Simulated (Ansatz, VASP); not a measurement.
# Cross-check of SiC between VASP and Ansatz, part 3 of 3

One calculation is typed for both programs; each brings its own data sets. How far apart do they land? The cell is taken from a series of runs on this material, whose earlier steps may have relaxed, scaled, displaced or heated it; both programs get it as it stands.

VASP 6.6.1 and Ansatz 0.2.0.

So far: The starting structure; VASP: zone-centre phonons, LDA.

### 3. Ansatz: zone-centre phonons, LDA

Level of this step: Ansatz beside VASP: Kohn-Sham DFT, plane waves, LDA (Ansatz).

Ansatz runs on its PAW soft_1 files.

The same cell, functional (in two slightly different forms) and mesh now go to Ansatz, which takes its cutoff from its data sets.

input.yaml

```yaml
crystal:
  lattice:
    - [3.0173824404, 0.0, 0.0]
    - [-1.5086912202, 2.6131298463, 0.0]
    - [0.0, 0.0, 9.8754597204]
  atoms:
    - { symbol: C, position: [0.6666666667, 0.3333333333, 0.7498168012] }
    - { symbol: C, position: [0.3333333333, 0.6666666667, 0.2498168012] }
    - { symbol: C, position: [0.0, 0.0, 0.5004413747] }
    - { symbol: C, position: [0.0, 0.0, 0.0004413747] }
    - { symbol: Si, position: [0.6666666667, 0.3333333333, 0.9378149814] }
    - { symbol: Si, position: [0.3333333333, 0.6666666667, 0.4378149814] }
    - { symbol: Si, position: [0.0, 0.0, 0.6879258425] }
    - { symbol: Si, position: [0.0, 0.0, 0.1879258425] }
kpoints:
  mp_grid: { grid: [9, 9, 4] }
hamiltonian:
  xc: lda
  pseudopotentials: { kind: paw, azcp: { folder: soft_1 }, xc_functional: pbe }
scf:
  occupations: { method: fixed }
output:
  eigenvalues: true
phonons:
  method: dfpt
  dielectric: true
  rigid_motions: translations
```

Run with:

```console
$ ansatz run input.yaml --threads 8 --pin off --max-ram 16384MiB --backend cpu --events-out ev --progress --plain --runs-dir out
```

Numbers of over 12 decimals in the logs are rounded to 6 here.

What it wrote:

```text
Engine: ansatz 0.2.0, aarch64-unknown-linux-gnu
Pseudopotentials: kind: paw
Pseudopotential: C, paw, valence charge 4, recommended cutoff 420 eV (normal), soft_1/C.paw.azcp
Pseudopotential: Si, paw, valence charge 4, recommended cutoff 420 eV (normal), soft_1/Si.paw.azcp
Functional definition: SPW92
  exchange = slater_x
  correlation = pw_c
Crystal: 8 atoms, lattice volume = 77.866 Å³
Basis set: ecut = 420 eV, 1497 PW (Γ), exchange–correlation on 48×48×144 points (8 copies of the dense FFT grid, shifted against one another)
Bands: 24, of which v1, the nominal top of the filled ones, is band 16 counted from 1 (15 counted from 0)
Symmetry: 12 space group operations
k-points: 95 of 324 (irreducible under 2 space group operations, time reversal used)
Non-local potential: C, projectors of the file, l = 0: 2, l = 1: 2, l = 2: 1
Non-local potential: Si, projectors of the file, l = 0: 2, l = 1: 2, l = 2: 1
PAW form: soft (Blöchl's): semilocal exchange-correlation on the pseudo side does not see the compensation charge
PAW frozen core: C, regenerated for the run's functional, and the local potential with it (the file was generated under x = pbe(κ = 0.804, μ = 0.219515), c = pbe(β = 0.066725))
PAW frozen core: Si, regenerated for the run's functional, and the local potential with it (the file was generated under x = pbe(κ = 0.804, μ = 0.219515), c = pbe(β = 0.066725))
PAW one-centre angular grid: C, 110 points (default); XC on 64 Gauss nodes
PAW one-centre angular grid: Si, 110 points (default); XC on 64 Gauss nodes
Initial density: superposition of atomic densities (chi_scale 0.1, normalization cell, long waves kept (reshape's long-wave potential 0.00 eV rms))
Initial wavefunctions: pseudopotential atomic-orbital guess
Functional: x = slater, c = lda
SCF iter   1: F=—  HF=-3415.617726 eV  |F-HF|=—  |Δ(HF+E_count)|=         —  Δρ=1.50e-1  dr2=2.07e1  ethr=3.10e-3  ⟨swp⟩=5.0  Hψ=10603  notcnv=0  defer=519
preconditioner: auto → none  [insulator: Δε(μ)=4.297 eV  Ē_g=13.281 eV  n_scr=6 (ndim 8)  ℏωp=23.8 eV  f_vac=0.000  ε∞_Penn≈4.2]
SCF iter   2: F=—  HF=-3409.119363 eV  |F-HF|=—  |Δ(HF+E_count)|=    6.50e0  Δρ=5.00e-2  dr2=1.19e0  ethr=3.10e-3  ⟨swp⟩=4.1  Hψ=6365  notcnv=0  defer=555
SCF iter   3: F=—  HF=-3408.763214 eV  |F-HF|=—  |Δ(HF+E_count)|=   3.56e-1  Δρ=1.89e-2  dr2=1.42e-1  ethr=3.10e-3  ⟨swp⟩=2.6  Hψ=4394  notcnv=0  defer=556
SCF iter   4: F=—  HF=-3408.730272 eV  |F-HF|=—  |Δ(HF+E_count)|=   3.29e-2  Δρ=1.59e-3  dr2=1.06e-3  ethr=4.43e-4  ⟨swp⟩=2.6  Hψ=3002  notcnv=0  defer=570
SCF iter   5: F=—  HF=-3408.730429 eV  |F-HF|=—  |Δ(HF+E_count)|=   1.57e-4  Δρ=2.93e-4  dr2=1.64e-4  ethr=3.30e-6  ⟨swp⟩=2.2  Hψ=3498  notcnv=0  defer=570
SCF iter   6: F=—  HF=-3408.730388 eV  |F-HF|=—  |Δ(HF+E_count)|=   4.07e-5  Δρ=1.12e-4  dr2=8.18e-6  ethr=5.13e-7  ⟨swp⟩=2.0  Hψ=3036  notcnv=0  defer=557
SCF iter   7: F=—  HF=-3408.730387 eV  |F-HF|=—  |Δ(HF+E_count)|=   1.23e-6  Δρ=3.18e-5  dr2=9.55e-7  ethr=2.56e-8  ⟨swp⟩=2.0  Hψ=3038  notcnv=0  defer=418
SCF iter   8: F=—  HF=-3408.730388 eV  |F-HF|=—  |Δ(HF+E_count)|=   1.41e-6  Δρ=5.66e-6  dr2=2.35e-8  ethr=2.98e-9  ⟨swp⟩=2.4  Hψ=3636  notcnv=0  defer=325
SCF iter   9: F=—  HF=-3408.730388 eV  |F-HF|=—  |Δ(HF+E_count)|=   1.88e-9  Δρ=1.52e-6  dr2=7.46e-10  ethr=7.33e-11  ⟨swp⟩=2.4  Hψ=3360  notcnv=0  defer=325
SCF iter  10: F=-3408.730388 eV  HF=-3408.730388 eV  |F-HF|=5.00e-12  |Δ(HF+E_count)|=  2.09e-11  Δρ=2.35e-7  dr2=2.29e-11  ethr=1.00e-12  ⟨swp⟩=16.9  Hψ=18450  notcnv=0
SCF 1 converged in 10 iterations: F = -3408.730388 eV  dr2 = 2.29e-11
  greatest PAW one-centre occupation: 0.648 electrons in one spin orbital (limit 2), on the C atom at site 1 (counted from 0), in its partial waves of l = 0
NSCF: frozen V_eff on 4 k-points
DFPT response loops at Γ: preconditioner auto → Resta (q_TF=auto, 2.352 Å⁻¹)  ε∞=5.1 (no band partly filled); β = 1.00, the filter's whole step (`scf.mixing.beta` (0.50) is not read by the response loops at its default; to damp them type it under 1.00, their step now; it binds the ground state too); Broyden in place of MSR1
── the response to a field inside a basis, on 10×10×4 k-points: an SCF that follows is theirs, and a resumed run solves both again ──
Bands: 17, of which v1, the nominal top of the filled ones, is band 16 counted from 1 (15 counted from 0)
k-points: 60 of 400 (irreducible under 4 space group operations, time reversal used)
Initial density: handed on by an earlier stage of this run
Initial wavefunctions: pseudopotential atomic-orbital guess (no wavefunctions were taken with the density)
Eigensolver: Dense (60 Hₖ)
SCF iter   1: F=—  HF=-3408.720413 eV  |F-HF|=—  |Δ(HF+E_count)|=         —  Δρ=1.32e-4  dr2=3.07e-6  ethr=1.00e-1
preconditioner: auto → none  [insulator: Δε(μ)=2.375 eV  Ē_g=9.986 eV  n_scr=6 (ndim 8)  ℏωp=23.8 eV  f_vac=0.000  ε∞_Penn≈6.7]
SCF iter   2: F=—  HF=-3408.720414 eV  |F-HF|=—  |Δ(HF+E_count)|=   5.78e-7  Δρ=6.41e-5  dr2=6.78e-7  ethr=9.59e-9
SCF iter   3: F=-3408.720414 eV  HF=-3408.720414 eV  |F-HF|=4.78e-8  |Δ(HF+E_count)|=   2.72e-7  Δρ=5.32e-6  dr2=5.49e-8  ethr=2.12e-9
SCF 1 converged in 3 iterations: F = -3408.720414 eV  dr2 = 5.49e-8
DFPT response loops at Γ: preconditioner auto → Resta (q_TF=auto, 2.352 Å⁻¹)  ε∞=5.0 (no band partly filled); β = 1.00, the filter's whole step (`scf.mixing.beta` (0.50) is not read by the response loops at its default; to damp them type it under 1.00, their step now; it binds the ground state too); Broyden in place of MSR1
SCF converged after 10 iterations
Free energy (F): -3408.730388 eV
Harris-Foulkes:  -3408.730388 eV  (|F-HF|=5.00e-12)
Internal energy: -3408.730388 eV  (E = F + TS)
E sigma→0 (E₀):  -3408.730388 eV
Fermi energy:    10.099116 eV
--- Per-component energies (eV) ---
  E_band       = 128.035310
  E_kinetic    = 546.422270
  E_local      = -374.687931  (includes V_loc(G=0)·N_el)
  E_nonlocal   = 191.551047
  E_hartree    = 124.590643
  E_xc         = -424.017324
  E_vxc        = -440.517032  (∫ρ·V_xc dr)
  E_paw        = -2311.469739  (= ΣΔE_a)
  E_vpaw       = -43.914478  (= ΣTr[D̂ρ^β])
  E_aug_tail   = 0.000187  (compensation charges beyond the density's cutoff)
  E_ewald      = -1161.708194
  E_core_change = 0.588653  (= ΣΔE_core)
  E_smearing   = -0.000000  (= −TS)
  E_closure    = 0.000000  (closes the sum)
  Σ components = -3408.730388   (vs F -3408.730388, Δ=0.00e0)
--- Band table (eV; the first three rows and the last of 95) ---
  k-point 0: bands = [... 12 lower, 9.5063, 10.0469, 10.0991, 10.0991, 15.6684, 16.2317, 16.8854, 17.0909, ... 4 higher]
  k-point 1: bands = [... 12 lower, 9.6788, 9.6788, 10.0427, 10.0427, 15.7212, 16.0887, 17.0670, 17.3318, ... 4 higher]
  k-point 2: bands = [... 12 lower, 9.8893, 9.8893, 9.8893, 9.8893, 15.8721, 15.8721, 17.3622, 17.3622, ... 4 higher]
  k-point 94: bands = [... 12 lower, 6.7457, 6.7457, 8.6719, 8.6719, 14.4026, 14.4026, 15.7694, 15.7694, ... 4 higher]
--- Phonons (Γ-DFPT): 8 representative perturbations + reference, on 95 of 324 k-points (Σ response iterations 24) ---
  k mesh reduced under 2 symmetry operations, with k and −k counted as one. Each operation leaves every solved perturbation unchanged. A smaller set is not considered because the run solves the response to a homogeneous field
  ASR residual: 1.060e-4 → 0.000e0 eV/Å²; symmetrization residual: 2.582e-6 eV/Å²
  ASR residual per site (eV/Å²): 4.96e-5 4.96e-5 9.65e-5 9.65e-5 6.12e-5 6.12e-5 1.06e-4 1.06e-4
  Γ frequencies (cm⁻¹): 0.00 0.00 0.00 190.89 190.89 199.79 199.79 256.56 256.56 416.93 425.67 629.98 815.38 815.38 821.27 821.27 821.90 829.18 829.18 838.01 838.01 881.22 955.94 965.04
  ε∞ (high-frequency dielectric tensor):
        6.863567     0.000000     0.000000
        0.000000     6.863567     0.000000
        0.000000    -0.000000     7.171295
  ε⁰ (static dielectric tensor: ions relaxed, cell fixed):
       10.076401     0.000000    -0.000000
        0.000000    10.076401     0.000000
       -0.000000     0.000000    10.762742
  ε⁰ − ε∞ (ionic part):
        3.212833     0.000000    -0.000000
        0.000000     3.212833     0.000000
       -0.000000     0.000000     3.591446
  softest optical mode at Γ: 190.89 cm⁻¹; the repairs (sum rule, projections) moved no ω² at Γ by more than (1.89 cm⁻¹)²
  Born effective charges Z* (e; rows j = field, columns β = displacement):
    site 0:
        -2.75924   -0.00000    0.00000
        -0.00000   -2.75924   -0.00000
         0.00000    0.00000   -2.80434
    site 1:
        -2.75924    0.00000   -0.00000
         0.00000   -2.75924    0.00000
         0.00000   -0.00000   -2.80434
    site 2:
        -2.72085    0.00000   -0.00000
        -0.00000   -2.72085   -0.00000
        -0.00000    0.00000   -2.87318
    site 3:
        -2.72085   -0.00000    0.00000
         0.00000   -2.72085    0.00000
         0.00000    0.00000   -2.87318
    site 4:
         2.73540    0.00000   -0.00000
         0.00000    2.73540   -0.00000
        -0.00000   -0.00000    2.69175
    site 5:
[...]
site 6:
[...]
site 7:
[...]
Z* charge neutrality: 1.048e-2 e pre-enforcement
  solved inside a basis spanned on kpoints, on 10×10×4 k-points, its susceptibility summed on 14×14×4: ε∞ is read to err by 2.6e-2, Z* by 1.7e-2 e (field_mesh: kpoints solves on kpoints); Z* is corrected for what the basis lacks
  optical modes at Γ without the LO–TO term, one row a degenerate level:
      ω (cm⁻¹)  modes    IR ((D/Å)²/amu)
[...]
optical modes at Γ + LO–TO along q̂ = [1.0000, 0.0000, 0.0000]:
      ω (cm⁻¹)  modes    IR ((D/Å)²/amu)
[...]
optical modes at Γ + LO–TO along q̂ = [0.0000, 1.0000, 0.0000]:
      ω (cm⁻¹)  modes    IR ((D/Å)²/amu)
[...]
optical modes at Γ + LO–TO along q̂ = [0.0000, 0.0000, 1.0000]:
      ω (cm⁻¹)  modes    IR ((D/Å)²/amu)
[...]
815.38      2             0.0046
        821.27      2             0.0000
        829.18      2             0.0000
        838.01      2           164.7062
        880.96      1             0.0494
        955.94      1             0.0000
        965.04      1             0.0000
       1006.76      1            88.3867
```

In the SCF lines HF is the Harris–Foulkes energy and dr2 the Hartree energy of the density residual, in eV; the loop may stop once dr2 is under the threshold and the program's other checks hold. Hψ counts applications of the Hamiltonian.

### 4. Side by side

Known differences besides the potentials themselves: the two LDA forms differ slightly; fixed occupations in Ansatz, narrow Gaussian smearing in VASP; VASP's response is taken on the typed mesh, Ansatz refines its own for the field response alone; the cutoff is 420 eV in Ansatz and 600 eV in VASP; VASP's log shows a relativistic correction to its local exchange, Ansatz's none. Total energies have different zeros and are not compared.

Both answers:

```csv
quantity,Ansatz,VASP,difference
ε∞ xx,6.86,6.93,-0.97 %
ε∞ yy,6.86,6.93,-0.97 %
ε∞ zz,7.17,7.18,-0.19 %
Born charge of C1 (mean of the diagonal) (e),-2.77,-2.76,-0.02
Born charge of Si5 (mean of the diagonal) (e),2.72,2.70,+0.02
optical mode 1 to 2 (cm⁻¹),190.9,190.7,+0.09 %
optical mode 3 to 4 (cm⁻¹),199.8,199.8,+0.01 %
optical mode 5 to 6 (cm⁻¹),256.6,256.5,+0.02 %
optical mode 7 (cm⁻¹),416.9,417.5,-0.14 %
optical mode 8 (cm⁻¹),425.7,426.4,-0.18 %
optical mode 9 (cm⁻¹),630.0,629.1,+0.14 %
optical mode 10 to 11 (cm⁻¹),815.4,815.3,+0.01 %
optical mode 12 to 13 (cm⁻¹),821.3,820.8,+0.05 %
optical mode 14 (cm⁻¹),821.9,821.5,+0.05 %
optical mode 15 to 16 (cm⁻¹),829.2,828.7,+0.05 %
optical mode 17 to 18 (cm⁻¹),838.0,837.8,+0.02 %
optical mode 19 (cm⁻¹),881.2,881.4,-0.02 %
optical mode 20 (cm⁻¹),955.9,955.3,+0.07 %
optical mode 21 (cm⁻¹),965.0,964.0,+0.11 %
```

Modes are paired by rising frequency, not by their patterns, so a pair may set unlike modes beside each other; they are those without the splitting of longitudinal modes.

### 5. Results

| Quantity | Value |
| --- | --- |
| r.m.s. difference of the optical zone-centre modes, each program's sorted by frequency (zone-centre phonons, LDA) | 0.45 cm⁻¹ |
| difference in ε∞ xx (zone-centre phonons, LDA) | -1.0 % |

In words: The r.m.s. difference of the optical zone-centre modes, each program's sorted by frequency is 0.45 cm⁻¹ (zone-centre phonons, LDA). Among the rows given in per cent, the largest difference of the zone-centre phonons, LDA pair is in ε∞ xx, -1.0 %. How closely two codes agree says nothing of how well the functional describes the real material.

[Lines on the potential files, build, host, timing and source positions are cut from VASP's logs without a mark.]

[Logs are printed without paths, hosts, clocks, repeated set-up lines and the standing remarks that a program may print on its own settings, such as how far it seeks lower states.]

[Hosts, paths, dates, database ids (printed as entryN), source tags and the programs' standing remarks are cut or masked in the printed files.]
